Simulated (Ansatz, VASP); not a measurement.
## EuSc: VASP beside Ansatz

File INCAR:

```
SYSTEM = EuSc
PREC = Accurate
ENCUT = 520
EDIFF = 1E-6
ISMEAR = -1
SIGMA = 0.05
LREAL = .False.
LASPH = .True.
NELM = 150
ALGO = Normal
ISIF = 2
LWAVE = .False.
LCHARG = .True.
ISPIN = 2
MAGMOM = 0 0 8.5 8.5
LORBIT = 11
LMAXMIX = 6
LDAU = .True.
LDAUTYPE = 2
LDAUL = 2 3
LDAUU = 6 4
LDAUJ = 0 0
LDAUPRINT = 1
GGA = PE
LELF = .True.
LVHAR = .True.
```

Contents of KPOINTS:

```
regular mesh
0
Gamma
  4 4 5
  0 0 0
```

Contents of POSCAR:

```
EuSc
1.0
    3.9449000000      3.9449000000      0.0000000000
   -3.9449000000      3.9449000000      0.0000000000
    0.0000000000      0.0000000000      3.9449000000
Sc Eu
2 2
Direct
    0.5000000000      0.0000000000      0.5000000000
    0.0000000000      0.5000000000      0.5000000000
    0.0000000000      0.0000000000      0.0000000000
    0.5000000000      0.5000000000      0.0000000000
```

The input input.yaml:

```yaml
crystal:
  lattice:
    - [3.9449, 3.9449, 0.0]
    - [-3.9449, 3.9449, 0.0]
    - [0.0, 0.0, 3.9449]
  atoms:
    - { symbol: Sc, position: [0.5, 0.0, 0.5] }
    - { symbol: Sc, position: [0.0, 0.5, 0.5] }
    - { symbol: Eu, position: [0.0, 0.0, 0.0], spin: 8.5 }
    - { symbol: Eu, position: [0.5, 0.5, 0.0], spin: 8.5 }
hamiltonian:
  xc: pbe
  pseudopotentials: { kind: paw }
  hubbard:
    sites:
      - { species: Eu, l: f, u_eff: 4.0 }
      - { species: Sc, l: d, u_eff: 6.0 }
magnetization:
  spin_polarized: true
kpoints:
  mp_grid: { grid: [4, 4, 5] }
scf:
  occupations: { method: fermi_dirac, width: 0.05 }
output:
  forces: true
  stress: true
  eigenvalues: true
  write_density: true
  write_potential: true
  elf: true
  volumetric_format: npy
```

The cell was built by a generator and needn't be a form met in nature.

Alike in both runs: task single point; functional PBE; k mesh 4 × 4 × 5; occupations fermi-dirac, width 0.05 eV; collinear spin, ferromagnetic start; Hubbard terms Eu f U = 4 eV, Sc d U = 6 eV.

|  | VASP | Ansatz |
| --- | --- | --- |
| version | VASP 6.6.1 | Ansatz 0.2.0 |
| potentials or method | VASP PAW PBE potentials, release 64 (Sc_sv, Eu) | Ansatz PAW |
| plane-wave cutoff (eV) | 520 | 420 |
| valence electrons in the cell | 56 | 56 |

```tsv
	VASP	Ansatz	Ansatz less VASP
gap on the k mesh at the Fermi level (eV)	none	none	-
pressure (GPa)	3.6	10.2	+6.58
largest component of the traceless stress (GPa)	0.16	1.37	+1.216
net moment per atom (μB)	3.41	4.49	+1.085
size of the moment on the site where the two differ most (μB)	0.13	1.02	+0.892
```

The net moments differ so much that the two runs ended in different magnetic states, which moves the other rows too. Site moments also hang on the region over which each program counts them. The programs project onto different local orbitals, so the same U acts differently. A gap of «none» marks a metal or a gap that the smearing closes.

Caveats: spin-orbit coupling is left out, which moves the levels of the heavy elements; the magnetic or orbital state may not be the lowest (Ansatz). The state reached can hang on the start; a lower one may exist.
